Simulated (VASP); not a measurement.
Given:

```
CELL_PARAMETERS angstrom
     -1.43500     1.43500     1.43500
      1.43500    -1.43500     1.43500
      1.43500     1.43500    -1.43500
ATOMIC_POSITIONS crystal
  Fe 0.00000 0.00000 0.00000
```
Starting moments (μB, in the order of the record's atoms Fe): 2.5.

Method: PBE GGA, VASP's PBE PAW potentials (set 64) (plane waves; VASP 6.6.1). Settings: 400 eV cut-off, 17×17×17 Γ-centred mesh, first-order Methfessel-Paxton smearing of 0.10 eV, potentials Fe.

Task: Give the stress tensor in GPa (positive for a compressed cell).

Result: 
```
-7.07   0.00   0.00
 0.00  -7.07   0.00
 0.00   0.00  -7.07
```
The pressure is its mean diagonal, -7.07 GPa.

The compound is Fe in the bcc structure. The cell was not relaxed at this level. The run is one of a series of settings (KPOINTS 17×17×17 Γ-centred mesh against the base run), some of them coarse on purpose.
